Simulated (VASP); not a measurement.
```xyz
4
Lattice="1.9347 -5.1124 0.0000 1.9347 5.1124 0.0000 0.0000 0.0000 3.8127" Properties=species:S:1:pos:R:3 pbc="T T T"
P      1.9347    -0.6544     0.9532
P      1.9347     0.6544     2.8595
Ru     1.9347    -3.6273     0.9532
Ru     1.9347     3.6273     2.8595
```

The base run (VASP): PBE GGA, plane waves, VASP's PBE PAW potentials (set 64). Settings: 400 eV cut-off, 6×6×5 Γ-centred mesh, Gaussian smearing of 0.050 eV, potentials P Ru_pv.

One setting is varied; ΔE counts from the base run. The base run took about 60 core-seconds. Times come from single runs on busy shared machines, so they are rough: good to a factor of about 2.

Pressures at a finite cut-off, here 400 eV, hold a Pulay part, which wasn't tested here.

```tsv
setting	cost over the base run	electronic steps	ΔE (meV/atom)	pressure (GPa)
PREC = Low	about 1/2	13	-0.4	-27.47
PREC = Normal	about 1/2	13	0.0	-27.51
LASPH = .FALSE.	within a factor of 2	13	0.5	-27.52
PREC = Single	within a factor of 2	13	-0.1	-27.52
ADDGRID = .TRUE.	within a factor of 2	13	0.0	-27.52
base run	reference	13	0.0	-27.52
LREAL = Auto	within a factor of 2	13	-0.3	-27.51
```

Left out are runs that failed, have no time on record or changed the cell.

The structure was generated: PRu was put into the CrB type (Cmcm), which need not be its known phase. The cell was not relaxed at this level.
